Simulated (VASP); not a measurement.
**BTe: single point with PBE**

BTe:

```
CELL_PARAMETERS angstrom
3.45204 0.00000 0.00000
-1.72602 2.98956 0.00000
0.00000 0.00000 3.28845
ATOMIC_POSITIONS crystal
B 0.99754 0.00146 0.50586
Te 0.66564 0.34334 0.00415
```

The cell was built by a generator and needn't be a form met in nature.

The cell isn't the ideal one: atoms moved at random, drawn with an rms of 0.05 Å.

| Item | Value |
| --- | --- |
| Program | VASP 6.6.1 |
| Task | single point |
| Functional | PBE |
| Potentials or basis | VASP PAW PBE potentials, release 64 (B, Te) |
| Cutoff | 520 eV |
| k mesh | 9 × 9 × 8 |
| Occupations | fermi-dirac, width 0.05 eV |
| Spin | no spin polarisation |

```
Pressure               : -0.3 GPa
Largest force          : 0.058 eV/Å
Band gap on the k mesh : none (metal or under the smearing width)
```

Forces on the atoms (eV/Å):
```
B   -0.021  0.052  0.014
Te   0.021 -0.052 -0.014
```

Stress tensor (GPa, compression positive):
```
 0.15 -0.04  0.01
-0.04 -0.01 -0.02
 0.01 -0.02 -1.08
```

Levels at points of the mesh, in eV from the Fermi level:
```
           k point  band 1  band 2  band 3  band 4  band 5  band 6  band 7  band 8
(0.00, 0.00, 0.00)  -15.22   -2.60   -1.11   -1.03   -0.85    2.96    3.22    4.55
(0.00, 0.00, 0.50)  -13.13   -9.82    1.72    1.78    1.79    1.84    3.22    3.89
```

Run time: 2.5 min on 1 thread of Intel(R) Xeon(R) Platinum 8375C CPU @ 2.90GHz (Ice Lake), on a shared host, peak memory 0.26 GiB.

Spin-orbit coupling is left out, which matters for the levels of Te.
